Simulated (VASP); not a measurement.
A convergence study with VASP on La (space group no. 194 when undisturbed): a few settings are varied, all else stays as given below, so the limit is that of these other settings. One atom is moved off its site, so that forces are finite.

```
La
1.0
    1.87557    -3.24859     0.00000
    1.87557     3.24859     0.00000
    0.00000     0.00000    12.09920
La
4
Direct
  0.00000   0.00000   0.50413
  0.00000   0.00000   0.00000
  0.33333   0.66667   0.25000
  0.66667   0.33333   0.75000
```

Level of theory: PBEsol GGA, VASP's PBE PAW potentials (set 64) (plane waves; VASP). The last row used: 300 eV cut-off, 16×16×5 Γ-centred mesh, Gaussian smearing of 0.010 eV, potentials La.

```
setting       E (eV/atom)  pressure (GPa)  largest force (eV/Å)  irreducible k-points
------------  -----------  --------------  --------------------  --------------------
SIGMA = 1.0       -5.3435           -0.67                 0.102                   132
SIGMA = 0.5             …               …                     …                   132
SIGMA = 0.3       -5.3293           -1.89                 0.090                   132
SIGMA = 0.2       -5.3290           -1.97                 0.088                   132
SIGMA = 0.1             …               …                     …                   132
SIGMA = 0.05      -5.3284           -2.08                 0.083                   132
SIGMA = 0.02      -5.3283           -2.10                 0.081                   132
SIGMA = 0.01      -5.3283           -2.09                 0.081                   132
```

Problem. Complete the blanks.

Solution. 
- SIGMA = 0.5, E (eV/atom): -5.3301
- SIGMA = 0.5, pressure (GPa): -1.64
- SIGMA = 0.5, largest force (eV/Å): 0.093
- SIGMA = 0.1, E (eV/atom): -5.3287
- SIGMA = 0.1, pressure (GPa): -2.04
- SIGMA = 0.1, largest force (eV/Å): 0.085

VASP warned of too few bands at SIGMA = 1.0; SIGMA = 0.5; SIGMA = 0.3.

Left out are rungs that failed or repeat a setting and relaxations that didn't move; long series are thinned to 24 rows.

The structure is a typed La crystal (space group no. 194). The cell was not relaxed at this level, it is distorted from the ideal structure. VASP warned that the highest band is occupied, so more bands are needed.
